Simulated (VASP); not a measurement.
Given:

```xyz
3
Lattice="0.0000 2.7300 2.7300 2.7300 0.0000 2.7300 2.7300 2.7300 0.0000" Properties=species:S:1:pos:R:3 pbc="T T T"
Ca     0.0000     0.0000     0.0000
F      1.3650     1.3650     1.3650
F      4.0950     4.0950     4.0950
```

Level of theory: PBE GGA, VASP's PBE PAW potentials (set 64) (plane waves; VASP). Settings: 400 eV cut-off, 8×8×8 Γ-centred mesh, Fermi-Dirac smearing of 0.050 eV, potentials Ca_sv F.

At this cut-off the stress carries a Pulay error, which pulls relaxed volumes low.

Give the stress tensor in GPa (positive for a compressed cell).

```
-5.94   0.00   0.00
 0.00  -5.94   0.00
 0.00   0.00  -5.94
```
The pressure is its mean diagonal, -5.94 GPa.

The structure is a typed CaF2 crystal (Fm-3m). The cell was not relaxed at this level.
